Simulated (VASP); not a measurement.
```
Al2Au
1.0
    0.00000     2.99374     2.99374
    2.99374     0.00000     2.99374
    2.99374     2.99374     0.00000
Al Au
2 1
Cartesian
  1.49687   1.49687   1.49687
  4.49060   4.49060   4.49060
  0.00000   0.00000   0.00000
```

Method: PBE GGA with D3 dispersion (Becke-Johnson damping), VASP's PBE PAW potentials (set 64) (plane waves; VASP). Settings: 520 eV cut-off, Gaussian smearing of 0.050 eV, potentials Al Au.

Unless said otherwise, spin-orbit coupling is left out, though it shifts the bands of the heavy elements here.

Estimate the band gap (along the path) with the smallest direct gap where there is one.

```json
{
 "band gap (along the path)": "none (metal, semimetal or under 0.01 eV)"
}
```

The compound is AuAl2 in the fluorite structure. It was relaxed first. The electron count is odd and the run is not spin-polarised, which forces a metal.
